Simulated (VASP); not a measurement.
Consider the following.

```
Cu2O
1.0
    4.32442     0.00000     0.00000
    0.00000     4.32442     0.00000
    0.00000     0.00000     4.32442
Cu O
4 2
Direct
  0.25000   0.25000   0.75000
  0.25000   0.75000   0.25000
  0.75000   0.75000   0.75000
  0.75000   0.25000   0.25000
  0.50000   0.50000   0.50000
  0.00000   0.00000   0.00000
```

These are PBE GGA, VASP's PBE PAW potentials (set 64) (plane waves; VASP) values and carry that method's errors. Run with 400 eV cut-off, 4×4×4 Γ-centred mesh, Gaussian smearing of 0.010 eV, potentials Cu O.

At this cut-off the stress carries a Pulay error, which pulls relaxed volumes low.

Q: Estimate the energy per atom (σ→0), pressure, band gap (on the k-mesh) with the smallest direct gap where there is one.

A: 
```
Item                                         Result
-----------------------------------  --------------
band gap (on the k-mesh)                    0.44 eV
smallest direct gap (on the k-mesh)         0.44 eV
energy per atom (σ→0)                -4.553 eV/atom
pressure                                 -40.4 kbar
```

Only differences to runs with the same potentials and settings are physical.

The structure comes from a computed database's Cu2O entry; how it stands against other phases isn't given here. The cell was not relaxed at this level.
